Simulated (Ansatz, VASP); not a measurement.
**Two plane-wave programs on CuSn2As3**

```xyz
6
Lattice="2.8281 1.6328 4.5868 -2.8281 1.6328 4.5868 0.0000 -3.2657 4.5868" Properties=species:S:1:pos:R:3 pbc="T T T"
Cu    0.0000    0.0000    0.0000
Sn    0.0000    0.0000    8.7454
Sn    0.0000    0.0000    5.0151
As   -1.4141    0.8164    2.2934
As    1.4141    0.8164    2.2934
As    0.0000   -1.6328    2.2934
```

Change from the starting cell: species swapped into the Li2Cu3Ge type (R-3m, No. 166).

Alike in both runs: functional PBE; k mesh 6 × 6 × 6; occupations gaussian, width 0.1 eV; no spin polarisation.

Ansatz relaxed the structure, and its values are those at the end. VASP's run is a single point on that final structure, the one shown.

|  | VASP | Ansatz |
| --- | --- | --- |
| version | VASP 6.6.1 | Ansatz 0.2.0 |
| potentials or method | VASP PAW PBE potentials, release 64 (Cu, Sn_d, As) | scalar-relativistic, plane waves, PAW |
| plane-wave cutoff (eV) | 520 | 420 |
| valence electrons in the cell | 54 | 92 |

```csv
,VASP,Ansatz,Ansatz less VASP
gap on the k mesh at the Fermi level (eV),none,none,-
pressure (GPa),0.1,0.1,-0.07
rms of the force components (eV/Å),0.010,0.009,-0.0002
```

A gap of «none» marks a metal or a gap that the smearing closes. The two sets of potentials don't hold the same shells in valence.
